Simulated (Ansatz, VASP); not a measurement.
# Cross-check of Zr (Zirconium) between VASP and Ansatz

One calculation is typed for both programs; each brings its own data sets. How far apart do they land? The cell is taken from a series of runs on this material, whose earlier steps may have relaxed, scaled, displaced or heated it; both programs get it as it stands.

Main program and level: Ansatz 0.2.0; plane waves, with VASP 6.6.1 beside it; LDA.

## Step 1: Set-up

Symmetry: P6_3/mmc, No. 194, hexagonal system. The conventional cell has a = 3.063 Å, b = 3.063 Å, c = 5.039 Å, α = 90.00°, β = 90.00°, γ = 120.00°. Zr has 12 Zr at 3.06 to 3.08 Å nearest.

Structure file:

```xyz
2
Lattice="3.0632 0.0000 0.0000 -1.5316 2.6528 0.0000 0.0000 0.0000 5.0390" Properties=species:S:1:pos:R:3 pbc="T T T"
Zr    0.0000    1.7686    1.2598
Zr    1.5316    0.8843    3.7793
```

## Step 2: VASP: zone-centre phonons, LDA, pair 1

Second derivatives magnify differences that forces hide, and they need a tight electronic threshold.

Lines of VASP's logs that name or quote its potential files are left out, and so is its time.

File INCAR:

```
SYSTEM = Zr
PREC = Accurate
ENCUT = 500
EDIFF = 1E-08
NELM = 120
ISMEAR = 1
SIGMA = 0.2
LREAL = .FALSE.
ALGO = Normal
GGA = PW92
NBANDS = 18
LASPH = .TRUE.
LORBIT = 11
LWAVE = .FALSE.
LCHARG = .FALSE.
ISIF = 2
IBRION = 8
GGA_COMPAT = .FALSE.
KPAR = 2
```

File POSCAR:

```
Zr
1.0
    3.0632403782      0.0000000000      0.0000000000
   -1.5316201891      2.6528439855      0.0000000000
    0.0000000000      0.0000000000      5.0390394696
Zr
2
Direct
    0.3333333334      0.6666666668      0.2500000000
    0.6666666668      0.3333333334      0.7500000000
```

File KPOINTS:

```
Automatic mesh
0
Gamma
15 15 8
0 0 0
```

PAW data sets: Zr_sv (LDA family, release 64).

The run is started by

```console
$ mpirun -np 2 vasp_std
```

Numbers of over 12 decimals in the logs are rounded to 6 here.

Log:

```text
[banner, memory and clock lines left out]
running    2 mpi-ranks, on    1 nodes
 distrk:  each k-point on    1 cores,    2 groups
 distr:  one band on    1 cores,    1 groups

 POSCAR found type information on POSCAR Zr
 POSCAR found :  1 types and       2 ions
|                                                                             |
|               ----> ADVICE to this user running VASP <----                  |
|                                                                             |
|     You enforced a specific xc type in the INCAR file but a different       |
|     [... a line on the potential file left out ...]
|     I HOPE YOU KNOW WHAT YOU ARE DOING!                                     |
|                                                                             |

 LDA part: xc-table for (Slater(with rela. corr.)+PW92), standard interpolation
 POSCAR, INCAR and KPOINTS ok, starting setup
 FFT: planning ... GRIDC
 FFT: planning ... GRID_SOFT
 FFT: planning ... GRID
 WAVECAR not read
 entering main loop
       N       E                     dE             d eps       ncg     rms          rms(c)
DAV:   1     0.211033289800E+03    0.21103E+03   -0.13259E+04  4860   0.131E+03
DAV:   2    -0.353116215433E+01   -0.21456E+03   -0.21105E+03  5624   0.383E+02
DAV:   3    -0.187677372399E+02   -0.15237E+02   -0.15094E+02  8804   0.743E+01
DAV:   4    -0.190945555373E+02   -0.32682E+00   -0.32631E+00  5640   0.114E+01
DAV:   5    -0.191036377122E+02   -0.90822E-02   -0.90783E-02  7118   0.135E+00    0.184E+01
DAV:   6    -0.185963382604E+02    0.50730E+00   -0.76739E-01  5288   0.705E+00    0.780E+00
DAV:   7    -0.185045945305E+02    0.91744E-01   -0.53458E-01  7120   0.499E+00    0.109E+00
DAV:   8    -0.185090022897E+02   -0.44078E-02   -0.38392E-02  6380   0.162E+00    0.211E-01
DAV:   9    -0.185091004414E+02   -0.98152E-04   -0.87241E-04  5918   0.285E-01    0.399E-02
DAV:  10    -0.185090824363E+02    0.18005E-04   -0.31157E-05  6494   0.507E-02    0.217E-02
DAV:  11    -0.185090824166E+02    0.19636E-07   -0.79378E-06  5368   0.324E-02    0.382E-03
DAV:  12    -0.185090823885E+02    0.28130E-07   -0.26389E-07  6902   0.360E-03    0.202E-03
DAV:  13    -0.185090823867E+02    0.18126E-08   -0.29703E-08  3996   0.162E-03
   1 F= -.18509082E+02 E0= -.18509707E+02  d E =0.187276E-02
 Linear response reoptimize wavefunctions to high precision
DAV:   1    -0.185090823881E+02   -0.14493E-08   -0.77147E-09  5148   0.919E-04
DAV:   2    -0.185090823881E+02   -0.17280E-10   -0.19115E-10  2886   0.975E-05
 Linear response DOF=           2
 Linear response progress:
  Degree of freedom:   1/  2
       N       E                     dE             d eps       ncg     rms          rms(c)
RMM:   1    -0.642460842423E+00   -0.64246E+00    0.27244E+00 22002   0.133E+01
RMM:   2    -0.593206041379E+00    0.49255E-01   -0.23588E-01 33030   0.269E+00    0.240E-01
RMM:   3    -0.594975688917E+00   -0.17696E-02   -0.36304E-02 40617   0.920E-01    0.775E-02
RMM:   4    -0.597128860562E+00   -0.21532E-02   -0.47703E-03 48549   0.338E-01    0.238E-02
RMM:   5    -0.597656743787E+00   -0.52788E-03   -0.75423E-04 47965   0.135E-01    0.164E-02
RMM:   6    -0.597664897108E+00   -0.81533E-05   -0.17343E-04 50920   0.572E-02    0.132E-02
RMM:   7    -0.597583081665E+00    0.81815E-04   -0.54934E-05 50007   0.309E-02    0.190E-03
RMM:   8    -0.597566849736E+00    0.16232E-04   -0.19847E-05 51897   0.135E-02    0.124E-03
RMM:   9    -0.597552100560E+00    0.14749E-04   -0.65264E-06 52117   0.769E-03    0.316E-04
RMM:  10    -0.597546106352E+00    0.59942E-05   -0.22319E-06 53041   0.431E-03    0.241E-04
RMM:  11    -0.597544965991E+00    0.11404E-05   -0.14008E-06 53027   0.271E-03    0.161E-04
RMM:  12    -0.597545049320E+00   -0.83330E-07   -0.65865E-07 51595   0.187E-03    0.896E-05
RMM:  13    -0.597545260286E+00   -0.21097E-06   -0.28458E-07 52707   0.136E-03    0.342E-05
RMM:  14    -0.597545272472E+00   -0.12186E-07    0.55454E-08 52264   0.104E-03    0.119E-05
RMM:  15    -0.597544772376E+00    0.50010E-06    0.77457E-08 51926   0.844E-04    0.601E-06
RMM:  16    -0.597544832172E+00   -0.59796E-07    0.21943E-07 53074   0.700E-04    0.752E-06
RMM:  17    -0.597544803328E+00    0.28844E-07    0.20604E-07 52523   0.600E-04    0.982E-06
RMM:  18    -0.597544950432E+00   -0.14710E-06    0.26685E-07 50238   0.529E-04    0.300E-05
RMM:  19    -0.597544858738E+00    0.91694E-07    0.26662E-07 50544   0.473E-04    0.267E-05
RMM:  20    -0.597544866360E+00   -0.76218E-08    0.27583E-07 50356   0.427E-04    0.309E-05
RMM:  21    -0.597544873837E+00   -0.74765E-08    0.26659E-07 48343   0.392E-04    0.337E-05
RMM:  22    -0.597544859815E+00    0.14021E-07    0.26305E-07 49139   0.363E-04    0.351E-05
RMM:  23    -0.597544851108E+00    0.87070E-08    0.24412E-07 46810   0.340E-04    0.367E-05
 first order change of Fermi-energy   0.14198E-04
 force on displaced ion       1 direction 1 :  -0.271  -0.000   0.000
 Linear response progress:
  Degree of freedom:   2/  2
       N       E                     dE             d eps       ncg     rms          rms(c)
RMM:   1    -0.780008803002E+00   -0.78001E+00    0.30260E+00  7632   0.136E+01
RMM:   2    -0.732434295952E+00    0.47575E-01   -0.27589E-01 11137   0.279E+00    0.253E-01
RMM:   3    -0.736094841249E+00   -0.36605E-02   -0.46010E-02 13647   0.979E-01    0.880E-02
RMM:   4    -0.738631562604E+00   -0.25367E-02   -0.62434E-03 15254   0.358E-01    0.305E-02
RMM:   5    -0.738939392426E+00   -0.30783E-03   -0.96156E-04 16106   0.145E-01    0.186E-02
RMM:   6    -0.738752240753E+00    0.18715E-03    0.35105E-04 16617   0.656E-02    0.957E-03
RMM:   7    -0.738736901572E+00    0.15339E-04    0.13777E-04 16949   0.329E-02    0.560E-03
RMM:   8    -0.738730102870E+00    0.67987E-05    0.47773E-06 16734   0.176E-02    0.129E-03
RMM:   9    -0.738719860343E+00    0.10243E-04   -0.21680E-05 17496   0.956E-03    0.467E-04
RMM:  10    -0.738719365980E+00    0.49436E-06    0.27710E-06 17442   0.528E-03    0.213E-04
RMM:  11    -0.738720770173E+00   -0.14042E-05   -0.65718E-06 17503   0.320E-03    0.142E-04
RMM:  12    -0.738721730250E+00   -0.96008E-06   -0.63255E-06 17358   0.224E-03    0.453E-05
RMM:  13    -0.738722909532E+00   -0.11793E-05   -0.13068E-05 17547   0.158E-03    0.494E-05
RMM:  14    -0.738722874047E+00    0.35485E-07   -0.11750E-05 17051   0.120E-03    0.212E-05
[...]
RMM:  34    -0.738722415945E+00    0.83577E-08   -0.22072E-06 14362   0.226E-04    0.103E-06
RMM:  35    -0.738722374740E+00    0.41205E-07   -0.16118E-06 11628   0.224E-04    0.108E-06
RMM:  36    -0.738722419475E+00   -0.44735E-07   -0.21257E-06 11995   0.223E-04    0.779E-07
RMM:  37    -0.738722392972E+00    0.26502E-07   -0.17687E-06 11411   0.222E-04    0.707E-07
RMM:  38    -0.738722405201E+00   -0.12228E-07   -0.19620E-06 10807   0.222E-04    0.822E-07
RMM:  39    -0.738722366468E+00    0.38732E-07   -0.15406E-06 10756   0.221E-04    0.953E-07
RMM:  40    -0.738722399619E+00   -0.33150E-07   -0.19129E-06 10651   0.221E-04    0.104E-06
RMM:  41    -0.738722381147E+00    0.18471E-07   -0.16906E-06 10558   0.220E-04    0.957E-07
 first order change of Fermi-energy  -0.10593E-03
 force on displaced ion       1 direction 3 :  -0.000  -0.000  -6.979
 Linear response finished
```

Parts of OUTCAR (step 2):

```text
ion  position               nearest neighbor table
   1  0.333  0.667  0.250-   2 3.08   2 3.08   2 3.08   2 3.08   2 3.08   2 3.08
   2  0.667  0.333  0.750-   1 3.08   1 3.08   1 3.08   1 3.08   1 3.08   1 3.08

  LATTYP: Found a hexagonal cell.
 ALAT       =     3.0632403782
 C/A-ratio  =     1.6450029536

 Subroutine GETGRP returns: Found 24 space group operations
 (whereof 12 operations were pure point group operations)

The static configuration has the point symmetry D_3d.
 The point group associated with its full space group is D_6h.

 Found    135 irreducible k-points:

   k-points           NKPTS =    135   k-points in BZ     NKDIM =    135   number of bands    NBANDS=     18

   dimension x,y,z NGX =    24 NGY =   24 NGZ =   40
   dimension x,y,z NGXF=    48 NGYF=   48 NGZF=   80

   ENCUT  =  500.0 eV  36.75 Ry    6.06 a.u.   5.58  5.58  9.19*2*pi/ulx,y,z

   NELECT =      24.0000    total number of electrons

 k-points in reciprocal lattice and weights: Automatic mesh
   0.00000000  0.00000000  0.00000000       0.001
   0.06666667 -0.00000000  0.00000000       0.003
   0.13333333 -0.00000000  0.00000000       0.003
   0.20000000 -0.00000000  0.00000000       0.003
   0.26666667 -0.00000000  0.00000000       0.003
   0.33333333  0.00000000  0.00000000       0.003
   0.40000000 -0.00000000  0.00000000       0.003
   0.46666667 -0.00000000  0.00000000       0.003
   0.06666667  0.06666667  0.00000000       0.003
[...]
0.33333333  0.26666667  0.50000000       0.007
   0.33333333  0.33333333  0.50000000       0.001

 average (electrostatic) potential at core
       1 -72.5948       2 -72.5948

  Total        1.7301739      1.7301739      1.7551804      0.0000000      0.0000000      0.0000000
  in kB       67.6954992     67.6954992     68.6739129      0.0000000      0.0000000      0.0000000
  external PRESSURE =      68.0216371 kB  Pullay stress =       0.0000000 kB

  energy-cutoff  :      500.00
  volume of cell :       40.95
      direct lattice vectors                 reciprocal lattice vectors
     3.063240378  0.000000000  0.000000000     0.326451691  0.188476971  0.000000000
    -1.531620189  2.652843986  0.000000000     0.000000000  0.376953943  0.000000000
     0.000000000  0.000000000  5.039039470     0.000000000  0.000000000  0.198450519

 POSITION                                       TOTAL-FORCE (eV/Angst)
 -----------------------------------------------------------------------------------
      0.00000      1.76856      1.25976        -0.000000     -0.000000      0.000000
      1.53162      0.88428      3.77928         0.000000      0.000000      0.000000
 -----------------------------------------------------------------------------------
    total drift:                               -0.000000     -0.000000      0.000000

 Eigenvectors and eigenvalues of the dynamical matrix
 ----------------------------------------------------

   1 f  =    6.115351 THz    38.423884 2PiTHz  203.986153 cm-1    25.291048 meV
             X         Y         Z           dx          dy          dz
      0.000000  1.768563  1.259760     0.000000   -0.000000    0.707107
      1.531620  0.884281  3.779280     0.000000   -0.000000   -0.707107

   2 f  =    1.205159 THz     7.572240 2PiTHz   40.199789 cm-1     4.984136 meV
             X         Y         Z           dx          dy          dz
      0.000000  1.768563  1.259760    -0.000000   -0.707107   -0.000000
      1.531620  0.884281  3.779280     0.000000    0.707107   -0.000000

   3 f  =    1.205159 THz     7.572240 2PiTHz   40.199789 cm-1     4.984136 meV
             X         Y         Z           dx          dy          dz
      0.000000  1.768563  1.259760     0.707107   -0.000000    0.000000
      1.531620  0.884281  3.779280    -0.707107    0.000000    0.000000

   4 f/i=    0.000000 THz     0.000000 2PiTHz    0.000000 cm-1     0.000000 meV
             X         Y         Z           dx          dy          dz
      0.000000  1.768563  1.259760     0.702189    0.081209   -0.018304
      1.531620  0.884281  3.779280     0.702189    0.081209   -0.018304

   5 f/i=    0.000000 THz     0.000000 2PiTHz    0.000001 cm-1     0.000000 meV
             X         Y         Z           dx          dy          dz
      0.000000  1.768563  1.259760     0.083079   -0.673787    0.197759
      1.531620  0.884281  3.779280     0.083079   -0.673787    0.197759

   6 f/i=    0.000000 THz     0.000000 2PiTHz    0.000002 cm-1     0.000000 meV
             X         Y         Z           dx          dy          dz
      0.000000  1.768563  1.259760    -0.005270    0.198534    0.678643
      1.531620  0.884281  3.779280    -0.005270    0.198534    0.678643

 ELASTIC MODULI CONTR FROM IONIC RELAXATION (kBar)
 Direction    XX          YY          ZZ          XY          YZ          ZX
 --------------------------------------------------------------------------------
 XX        -210.2500    210.2500      0.0000     -0.0000     -0.0000      0.0000
 YY         210.2500   -210.2500     -0.0000      0.0000      0.0000      0.0000
 ZZ           0.0000     -0.0000     -0.0000      0.0000      0.0000      0.0000
 XY          -0.0000      0.0000     -0.0000   -210.2500      0.0000      0.0000
 YZ          -0.0000      0.0000      0.0000     -0.0000     -0.0000      0.0000
 ZX           0.0000      0.0000      0.0000      0.0000      0.0000      0.0000
 --------------------------------------------------------------------------------
```

## Step 3: Ansatz: zone-centre phonons, LDA, pair 1

Ansatz runs on its PAW soft_1 files.

The same cell, functional (in two slightly different forms), mesh and smearing now go to Ansatz, which takes its cutoff from its data sets.

File input.yaml:

```yaml
crystal:
  lattice:
    - [3.0632403782, 0.0, 0.0]
    - [-1.5316201891, 2.6528439855, 0.0]
    - [0.0, 0.0, 5.0390394696]
  atoms:
    - { symbol: Zr, position: [0.3333333333, 0.6666666667, 0.25] }
    - { symbol: Zr, position: [0.6666666667, 0.3333333333, 0.75] }
kpoints:
  mp_grid: { grid: [15, 15, 8] }
hamiltonian:
  xc: lda
  pseudopotentials: { kind: paw, azcp: { folder: soft_1 }, xc_functional: pbe }
scf:
  occupations: { method: methfessel_paxton, width: 0.2 }
output:
  eigenvalues: true
phonons:
  method: dfpt
```

The run is started by

```console
$ ansatz run input.yaml --threads 4 --pin off --max-ram 10240MiB --backend cpu --events-out ev --progress --plain --runs-dir out
```

Log:

```text
zone centre: on kpoints.mp_grid the ground state, and the responses unless they are solved on pairs of k-points, stand on 320 of the mesh's 1800 k-points, reduced under 4 symmetry operations, with k and −k counted as one. Each operation leaves every solved displacement unchanged or reverses it
Engine: ansatz 0.2.0, x86_64-unknown-linux-gnu
Pseudopotentials: kind: paw
Pseudopotential: Zr, paw, valence charge 12, recommended cutoff 420 eV (normal), soft_1/Zr.paw.azcp
Functional definition: SPW92
  exchange = slater_x
  correlation = pw_c
Crystal: 2 atoms, lattice volume = 40.949 Å³
Basis set: ecut = 420 eV, 785 PW (Γ), exchange–correlation on 48×48×72 points (8 copies of the dense FFT grid, shifted against one another)
Bands: 16, of which v1, the nominal top of the filled ones, is band 12 counted from 1 (11 counted from 0)
Symmetry: 24 space group operations
k-points: 320 of 1800 (irreducible under 4 space group operations, time reversal used)
Non-local potential: Zr, projectors of the file, l = 0: 3, l = 1: 2, l = 2: 2, l = 3: 1
PAW form: soft (Blöchl's): semilocal exchange-correlation on the pseudo side does not see the compensation charge
PAW frozen core: Zr, regenerated for the run's functional, and the local potential with it (the file was generated under x = pbe(κ = 0.804, μ = 0.219515), c = pbe(β = 0.066725))
PAW one-centre angular grid: Zr, 590 points (default); XC on 64 Gauss nodes
Initial density: superposition of atomic densities (chi_scale 0.1, normalization cell)
Initial wavefunctions: pseudopotential atomic-orbital guess
Functional: x = slater, c = lda
SCF iter   1: F=—  HF=-8155.065828 eV  |F-HF|=—  |Δ(HF+E_count)|=         —  Δρ=2.85e-2  dr2=3.85e-1  ethr=3.10e-3  ⟨swp⟩=5.0  Hψ=47811  notcnv=0
automatic band count: the SCF goes on with 20 bands, as 16 were too few: they end inside the smearing window of the response
preconditioner: auto → Kerker (q_TF=auto, 2.496 Å⁻¹)  [metal: Δε(μ)=0.030 eV  Ē_g=5.723 eV  σ=0.200 eV  W_gap=0.13  n_scr=10 (ndim 8)  ℏωp=16.4 eV  f_vac=0.000  D(μ)=1.98/eV (n_scr^D=22)]
SCF iter   2: F=—  HF=-8154.966106 eV  |F-HF|=—  |Δ(HF+E_count)|=   9.97e-2  S|Δr|=    0.00e0  Δρ=1.73e-2  dr2=1.39e-1  ethr=1.61e-3  ⟨swp⟩=1.0  Hψ=8961  notcnv=0
SCF iter   3: F=—  HF=-8154.915198 eV  |F-HF|=—  |Δ(HF+E_count)|=   5.09e-2  S|Δr|=    0.00e0  Δρ=1.73e-3  dr2=7.49e-4  ethr=5.78e-4  ⟨swp⟩=3.0  Hψ=11626  notcnv=0
SCF iter   4: F=—  HF=-8154.915139 eV  |F-HF|=—  |Δ(HF+E_count)|=   5.88e-5  S|Δr|=    0.00e0  Δρ=2.54e-4  dr2=1.18e-5  ethr=3.12e-6  ⟨swp⟩=2.3  Hψ=9555  notcnv=0
SCF iter   5: F=—  HF=-8154.915141 eV  |F-HF|=—  |Δ(HF+E_count)|=   1.60e-6  S|Δr|=    0.00e0  Δρ=2.59e-5  dr2=1.47e-7  ethr=4.92e-8  ⟨swp⟩=1.1  Hψ=6050  notcnv=0
SCF iter   6: F=—  HF=-8154.915140 eV  |F-HF|=—  |Δ(HF+E_count)|=   5.84e-7  S|Δr|=    0.00e0  Δρ=4.29e-6  dr2=6.01e-9  ethr=6.11e-10  ⟨swp⟩=2.3  Hψ=9627  notcnv=0  defer=107
SCF iter   7: F=—  HF=-8154.915140 eV  |F-HF|=—  |Δ(HF+E_count)|=  2.43e-10  S|Δr|=    0.00e0  Δρ=8.36e-7  dr2=2.94e-10  ethr=2.50e-11  ⟨swp⟩=1.9  Hψ=7088  notcnv=0  defer=107
SCF iter   8: F=-8154.915140 eV  HF=-8154.915140 eV  |F-HF|=5.46e-12  |Δ(HF+E_count)|=  5.28e-11  S|Δr|=    0.00e0  Δρ=1.33e-7  dr2=5.75e-12  ethr=1.00e-12  ⟨swp⟩=8.7  Hψ=32146  notcnv=0
SCF 1 converged in 8 iterations: F = -8154.915140 eV  dr2 = 5.75e-12
  greatest PAW one-centre occupation: 0.994 electrons in one spin orbital (limit 2), on the Zr atom at site 1 (counted from 0), in its partial waves of l = 0
DFPT response loops at Γ: preconditioner auto → Kerker (q_TF=auto, 2.496 Å⁻¹) (partly filled bands, converged f_vac=0.000); β = 1.00, the filter's whole step (`scf.mixing.beta` (0.50) is not read by the response loops under this deck's `scf.mixing.preconditioner`; to damp them name `kerker` or `kerker_dos`, under which they read `scf.mixing.beta`, and type it under 1.00, their step now; both keys bind the ground state too); Broyden in place of MSR1
SCF converged after 8 iterations
Stability not checked: this state was not tested for a lower state beside it, because cold or Methfessel-Paxton smearing, or corrected tetrahedra, fill the levels in a way that the test cannot read (fill_not_monotonic; see scf.lower_state_search)
Free energy (F): -8154.915140 eV
Harris-Foulkes:  -8154.915140 eV  (|F-HF|=5.46e-12)
Internal energy: -8154.917030 eV  (E = F + TS)
E sigma→0 (E₀):  -8154.915613 eV
Entropy (-TS):   0.001890 eV (0.945 meV/atom)
Fermi energy:    15.902726 eV
Step filling:    the computed levels leave a gap of 0.0000 eV = 0.0 smearing widths at the electron count; against every level under it full and every level over it empty, smearing changes F+E_penalty+E_count by +1.012 meV and its σ→0 estimate by +0.539 meV
--- Per-component energies (eV) ---
  E_band       = -143.755871
  E_kinetic    = 639.010904
  E_local      = -1096.278167  (includes V_loc(G=0)·N_el)
  E_nonlocal   = 160.180859
  E_hartree    = 358.186028
  E_xc         = -309.270619
  E_vxc        = -367.785768  (∫ρ·V_xc dr)
  E_paw        = -5718.391519  (= ΣΔE_a)
  E_vpaw       = -195.255749  (= ΣTr[D̂ρ^β])
  E_aug_tail   = -0.000048  (compensation charges beyond the density's cutoff)
  E_ewald      = -2189.095269
  E_core_change = 0.740800  (= ΣΔE_core)
  E_smearing   = 0.001890  (= −TS)
  E_closure    = -0.000000  (closes the sum)
  Σ components = -8154.915140   (vs F -8154.915140, Δ=0.00e0)
--- Band table (eV; the first three rows and the last of 320) ---
  k-point 0: bands = [... 8 lower, 10.0701, 12.5089, 16.6150, 16.7986, 16.7986, 17.4374, 17.5372, 17.5372, ... 4 higher]
  k-point 1: bands = [... 8 lower, 10.2162, 12.5186, 16.5135, 16.7430, 16.7430, 17.1563, 17.4412, 17.4412, ... 4 higher]
  k-point 2: bands = [... 8 lower, 10.6292, 12.5023, 16.2514, 16.5281, 16.6591, 16.6591, 17.2103, 17.2103, ... 4 higher]
  k-point 319: bands = [... 8 lower, 13.3819, 13.3819, 15.1456, 15.1456, 16.0395, 16.0395, 17.8865, 17.8865, ... 4 higher]
--- Phonons (Γ-DFPT): 2 representative perturbations + reference, on 320 of 1800 k-points (Σ response iterations 6) ---
  k mesh reduced under 4 symmetry operations, with k and −k counted as one. Each operation leaves every solved displacement unchanged or reverses it
  ASR residual: 3.575e-5 → 0.000e0 eV/Å²; symmetrization residual: 9.598e-14 eV/Å²
  ASR residual per site (eV/Å²): 3.58e-5 3.58e-5
  Γ frequencies (cm⁻¹): 0.00 0.00 0.00 40.90 40.90 202.80
  non-analytic LO–TO correction: not included (Born effective charges unavailable; polar crystals: no LO–TO splitting at Γ)
```

In the SCF lines HF is the Harris–Foulkes energy and dr2 the Hartree energy of the density residual, in eV; the loop may stop once dr2 is under the threshold and the program's other checks hold. Hψ counts applications of the Hamiltonian.

(Part 1 of 2 ends here.)

[Lines on the potential files, build, host, timing and source positions are cut from VASP's logs without a mark.]

[Logs are printed without paths, hosts, clocks, repeated set-up lines and the standing remarks that a program may print on its own settings, such as how far it seeks lower states.]

[Hosts, paths, dates, database ids (printed as entryN), source tags and the programs' standing remarks are cut or masked in the printed files.]
